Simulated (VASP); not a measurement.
## W under biaxial strain in the (110) plane

Wanted: the elastic response of W to biaxial strain in the (110) plane, with a fit that predicts a row left out.

Method: PBEsol; plane waves and PAW (W_sv), in the first sound run; inputs show where later runs differ, in VASP 6.6.1.

This is a report of a sequence of runs, with most program output left out.

**1. Set-up**

The structure is cubic, space group Im-3m (No. 229). The conventional cell has a = 3.160 Å, b = 3.160 Å, c = 3.160 Å, α = 90.00°, β = 90.00°, γ = 90.00°. W has 8 W at 2.74 Å nearest.

Structure file:

```xyz
1
Lattice="-1.5800 1.5800 1.5800 1.5800 -1.5800 1.5800 1.5800 1.5800 -1.5800" Properties=species:S:1:pos:R:3 pbc="T T T"
W     0.0000    0.0000    0.0000
```

**2. Relax the crystal, PBEsol**

The series starts from the cell that this level prefers, so that zero strain is near zero stress.

Level: PBEsol; plane waves and PAW (W_sv).

INCAR

```
SYSTEM = W
PREC = Accurate
ENCUT = 450
EDIFF = 1E-07
NELM = 120
ISMEAR = 1
SIGMA = 0.15
LREAL = .FALSE.
ALGO = Normal
GGA = PS
NBANDS = 13
LASPH = .TRUE.
LORBIT = 11
LWAVE = .FALSE.
LCHARG = .FALSE.
KPAR = 8
IBRION = 2
NSW = 40
ISIF = 3
EDIFFG = -0.005
POTIM = 0.4
```

POSCAR

```
W
1.0
   -1.5800000000      1.5800000000      1.5800000000
    1.5800000000     -1.5800000000      1.5800000000
    1.5800000000      1.5800000000     -1.5800000000
W
1
Direct
    0.0000000000      0.0000000000      0.0000000000
```

KPOINTS

```
Automatic mesh
0
Gamma
26 26 26
0 0 0
```

PAW data sets: W_sv (PBE family, release 64).

On the command line:

```console
$ mpirun -np 8 vasp_std
```

It took 11 s on 8 MPI ranks of Intel Xeon 6975P-C (Granite Rapids), shared host; peak memory 1.5 GiB; 81 s of CPU time.

Read from the output:

| Quantity | Value |
| --- | --- |
| energy(sigma→0) of the program | -13.8054 eV |
| stress, compression positive | 0.01 along [110], 0.01 across it (mean), GPa |
| volume | 15.717 Å³ |
| ionic steps | 3 |

**3. Strain along the normal, PBEsol**

One member in full: the plane is strained by 1 %, and the strain along the normal is moved by secant steps until the normal stress is under 0.012 GPa or five steps are spent; the atoms relax at each step.

This step took 3 runs, each at a new trial strain with the atoms of the one before; the last is shown.

Level: PBEsol; plane waves and PAW (W_sv).

Changes to INCAR since step 2:

```diff
@@ -15,7 +15,7 @@
 LCHARG = .FALSE.
-KPAR = 8
-IBRION = 2
-NSW = 40
-ISIF = 3
-EDIFFG = -0.005
-POTIM = 0.4
+KPAR = 2
+IBRION = 1
+NSW = 25
+ISIF = 2
+EDIFFG = -0.004
+POTIM = 0.3
```

POSCAR

```
W
1.0
   -1.5937675510      1.5937675510      1.5937675510
    1.5937675510     -1.5937675510      1.5937675510
    1.5651164820      1.5651164820     -1.5937675510
W
1
Direct
    0.0000000000      0.0000000000      0.0000000000
```

KPOINTS is that of step 2.

On the command line:

```console
$ mpirun -np 2 vasp_std
```

It took 64 s on 2 MPI ranks; peak memory 0.94 GiB; 2.1 min of CPU time.

Read from the output:

```
energy(sigma→0) of the program : -13.8000 eV
stress, compression positive   : 0.00 along [110], -5.41 across it (mean), GPa
ionic steps                    : 1
```

**4. The table**

The other members went through these steps as far as the tables show, with the same cutoff and, step by step, the same mesh; 25 runs are not shown. The session took 0.94 core hours (wall time by ranks) on a shared machine.

| in-plane strain (%) | strain along the normal (%) | mean of the two in-plane stresses, tension positive (GPa) | energy above the unstrained row, extrapolated to no smearing (meV/atom) |
| --- | --- | --- | --- |
| -2.000 | 1.664 | -12.814 | 24.451 |
| -1.500 | 1.244 | -9.388 | 13.544 |
| -1.000 | 0.828 | ? | ? |
| -0.500 | 0.414 | -2.950 | 1.474 |
| 0 | 0.000 | -0.002 | 0.000 |
| 0.500 | -0.410 | 2.776 | 1.316 |
| 1.000 | -0.816 | 5.406 | 5.284 |
| 1.500 | -1.221 | 7.887 | 11.779 |
| 2.000 | -1.634 | 10.197 | 20.643 |

**5. Stress from the known rows**

Fitting a parabola to the 8 known rows (e: strain in %) gives stress = − 0.3261 e² + 5.753 e − 0.009441 in GPa; the residuals are 0.011 GPa r.m.s.

At e = -1 this predicts -6.088 GPa.

**6. The withheld row**

The calculation gives -6.085 GPa, so the prediction is 0.003 GPa too low.

Slopes at zero strain, from cubics through all rows: strain ratio -0.821, stress over strain 575 GPa.

**7. What came out**

| Property | Result |
| --- | --- |
| error of the predicted stress | -0.003 GPa |
| ratio of normal to in-plane strain | -0.821 |
| biaxial modulus | 575 GPa |

**Reading.** As a check, the curvature of the energy gives 572 GPa for the same modulus (energy per volume = M × strain²), 0 % from the slope of the stress. These are static values: temperature and zero-point motion are left out. In a metal the slopes also depend on mesh and smearing, which were held through the series.

[Lines on the potential files, build, host, timing and source positions are cut from VASP's logs without a mark.]

[Logs are printed without paths, hosts, clocks, repeated set-up lines and the standing remarks that a program may print on its own settings, such as how far it seeks lower states.]

[Hosts, paths, dates, database ids (printed as entryN), source tags and the programs' standing remarks are cut or masked in the printed files.]

[In band tables of VASP the shares of atoms and orbitals are scaled to a sum of 1 inside the atoms' spheres.]
